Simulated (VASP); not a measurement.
Crystal: Na2Sb.

```
CELL_PARAMETERS angstrom
3.28644 0.00000 0.00000
0.00000 3.28644 0.00000
0.00000 0.00000 4.64202
ATOMIC_POSITIONS crystal
Na 0.50000 0.00000 0.50000
Na 0.00000 0.50000 0.50000
Sb 0.00000 0.00000 0.00000
```

The cell was built by a generator and needn't be a form met in nature.

- Program: VASP 6.6.1
- Task: relaxation of cell and atoms
- Functional: RPBE
- Potentials or basis: VASP PAW PBE potentials, release 64 (Na_pv, Sb)
- Cutoff: 600 eV
- k mesh: 8 × 8 × 6
- Occupations: methfessel-paxton, width 0.2 eV
- Spin: no spin polarisation

At the start: pressure 38.4 GPa; volume 16.71 Å³/atom.

Q: How do energy, volume and symmetry change on relaxing?

A: Over 21 steps the energy falls by 1477.9 meV/atom and the volume is 32.66 Å³/atom (+95.5 %); space group P4/mmm (No. 123, to 0.05 Å).

Step by step:
```csv
step,energy change (eV),largest force (eV/Å),pressure (GPa),volume (Å³)
1,0.0000,0.0000,38.40,50.14
2,-3.1221,0.0000,1.99,85.12
3,-3.1820,0.0000,0.66,90.50
4,-3.1924,0.0000,-1.10,101.95
5,-3.2028,0.0000,-0.74,98.06
6,-3.5184,0.0000,-0.52,98.73
7,-3.9976,0.0000,1.47,96.82
8,2.0603,0.0000,28.44,71.53
9,-4.0232,0.0000,1.68,96.33
10,-4.2730,0.0000,3.98,87.57
11,-4.2357,0.0000,2.33,93.01
12,-4.3582,0.0000,3.03,89.82
13,-4.3481,0.0000,3.24,89.12
14,-3.9643,0.0000,-5.11,108.86
15,-4.3955,0.0000,0.85,94.75
16,-4.3963,0.0000,1.13,94.06
17,-4.4318,0.0000,-0.18,98.76
18,-4.4338,0.0000,0.05,97.81
19,-4.4338,0.0000,0.03,97.89
20,-4.4338,0.0000,-0.11,98.06
21,-4.4338,0.0000,0.01,97.99
```

Final structure:
```
Na Sb
1.0
     5.31973    0.00000    0.00000
     0.00000    5.31973    0.00000
     0.00000    0.00000    3.46273
Na Sb
2 1
Direct
  0.50000 0.00000 0.50000
  0.00000 0.50000 0.50000
  0.00000 0.00000 0.00000
```

Caveat: the volume moved by over 15 % at a fixed basis, so the end points are rough; the PAW data sets were made with another functional, which shifts forces and pressure a little.
